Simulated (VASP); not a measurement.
Given:

```
CELL_PARAMETERS angstrom
      0.00000     2.05353     2.05353
      2.05353     0.00000     2.05353
      2.05353     2.05353     0.00000
ATOMIC_POSITIONS crystal
  Mg 0.00000 0.00000 0.00000
  O  0.50000 0.50000 0.50000
```

The numbers are results of LDA (Ceperley-Alder, Perdew-Zunger), VASP's LDA PAW potentials (set 64) (plane waves; VASP), not measurements. Run with 620 eV cut-off, 11×11×11 Γ-centred mesh, Gaussian smearing of 0.050 eV, potentials Mg O.

Q: Estimate the energy per atom (σ→0), pressure, band gap (on the k-mesh) with the smallest direct gap where there is one.

A: 
```
Item                                         Result
-----------------------------------  --------------
band gap (on the k-mesh)                    5.43 eV
smallest direct gap (on the k-mesh)         5.43 eV
energy per atom (σ→0)                -6.721 eV/atom
pressure                                   5.05 GPa
```

Total energies compare only between runs with the same potentials, cut-off and functional.

The compound is MgO in the rock salt structure. It was relaxed first under an external pressure of 5 GPa.
